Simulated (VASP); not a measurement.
```
HfC
1.0
    3.25683     0.00000     0.00000
    0.00000     4.60585     0.00000
    0.00000     0.00000    24.66008
Hf C
6 6
Direct
  0.00000   0.00000   0.33491
  0.50000   0.50000   0.40095
  0.00000   0.00000   0.46698
  0.50000   0.50000   0.53302
  0.00000   0.00000   0.59905
  0.50000   0.50000   0.66509
  0.50000   0.00000   0.40095
  0.00000   0.50000   0.33491
  0.50000   0.00000   0.53302
  0.00000   0.50000   0.46698
  0.50000   0.00000   0.66509
  0.00000   0.50000   0.59905
```

Computed with PBEsol GGA, VASP's PBE PAW potentials (set 64) (plane waves; VASP). Run with PREC = Normal, EDIFF = 1E-5, 450 eV cut-off, 9×6×1 Γ-centred mesh, first-order Methfessel-Paxton smearing of 0.10 eV, potentials Hf_pv C.

The ions are relaxed. Give the cell that the relaxation ends in.

```
HfC
1.0
    3.25683     0.00000     0.00000
    0.00000     4.60585     0.00000
    0.00000     0.00000    24.66008
Hf C
6 6
Direct
  0.00000   0.00000   0.34094
  0.50000   0.50000   0.39959
  0.00000   0.00000   0.46893
  0.50000   0.50000   0.53107
  0.00000   0.00000   0.60041
  0.50000   0.50000   0.65906
  0.50000   0.00000   0.39834
  0.00000   0.50000   0.33808
  0.50000   0.00000   0.53207
  0.00000   0.50000   0.46793
  0.50000   0.00000   0.66192
  0.00000   0.50000   0.60166
```

How much energy does the relaxation gain?

The energy (σ→0) changes by -47.7 meV/atom, in 13 ionic steps.

The cell is a thin slab with vacuum, built from HfC (rock salt): (110) face.
